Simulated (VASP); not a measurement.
Here is the system:

```
PbTe
1.0
    0.00000     3.27102     3.27102
    3.27102     0.00000     3.27102
    3.27102     3.27102     0.00000
Te Pb
1 1
Direct
  0.50000   0.50000   0.50000
  0.00000   0.00000   0.00000
```

These are PBE GGA, VASP's PBE PAW potentials (set 64) (plane waves; VASP) values and carry that method's errors. Numerical set-up: 300 eV cut-off, 6×6×6 Γ-centred mesh, Fermi-Dirac smearing of 0.010 eV, potentials Te Pb_d.

Unless said otherwise, spin-orbit coupling is left out, though it shifts the bands of the heavy elements here.

**Question.** What does the run give for the energy per atom (σ→0), band gap (on the k-mesh) with the smallest direct gap where there is one?

**Answer.** 
The band gap (on the k-mesh) is 0.81 eV, the smallest direct gap (on the k-mesh) is 0.81 eV and the energy per atom (σ→0) is -3.760 eV/atom.

The structure is a typed PbTe crystal. The cell was not relaxed at this level.
